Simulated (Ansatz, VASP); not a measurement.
**NbTe in VASP and in Ansatz**

```
Te Nb
1.0
     3.70297    0.00000    0.00000
    -1.85149    3.20687    0.00000
     0.00000    0.00000    3.69421
Te Nb
1 1
Direct
  0.66667 0.33333 0.00000
  0.00000 0.00000 0.50000
```

The cell comes from a database or a generator and needn't be the stable form of this composition.

Alike in both runs: functional PBEsol; k mesh 7 × 7 × 6; occupations fermi-dirac, width 0.05 eV; no spin polarisation.

|  | VASP | Ansatz |
| --- | --- | --- |
| version | VASP 6.6.1 | Ansatz 0.2.0 |
| potentials or method | VASP PAW PBE potentials, release 64 (Te, Nb_sv) | Ansatz PAW |
| plane-wave cutoff (eV) | 520 | 420 |
| valence electrons in the cell | 19 | 29 |
| task | single point | band structure |

|  | VASP | Ansatz | Ansatz less VASP |
| --- | --- | --- | --- |
| gap on the k mesh at the Fermi level (eV) | none | none | - |
| pressure (GPa) | -5.3 | -5.2 | +0.08 |
| largest component of the traceless stress (GPa) | 0.28 | 0.26 | -0.023 |

A gap of «none» marks a metal or a gap that the smearing closes. The two sets of potentials don't hold the same shells in valence.

Caveats: the PAW data sets were made with another functional, which shifts forces and pressure a little (VASP); spin-orbit coupling is left out, which moves the levels of the heavy elements (Ansatz); the PAW data sets come from PBE, with cores solved anew for the run's functional, which leaves a small shift of forces and pressure (Ansatz). The runs have no spin-orbit coupling, so splittings on Te are missing.
